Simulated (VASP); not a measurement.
Given:

```
BP
1.0
    0.00000     2.26055     2.26055
    2.26055     0.00000     2.26055
    2.26055     2.26055     0.00000
B P
1 1
Direct
  0.00000   0.00000   0.00000
  0.25000   0.25000   0.25000
```

Method: PBEsol GGA, VASP's PBE PAW potentials (set 64) (plane waves; VASP 6.6.1). Run with 620 eV cut-off, 10×10×10 Γ-centred mesh, Gaussian smearing of 0.050 eV, potentials B P.

Task: What does the run give for the energy per atom (σ→0)?

Result: 
- energy per atom (σ→0): -6.838 eV/atom

The absolute energy has meaning only against runs of the same code, potentials and settings.

The compound is BP in the zinc blende structure. It was relaxed first.
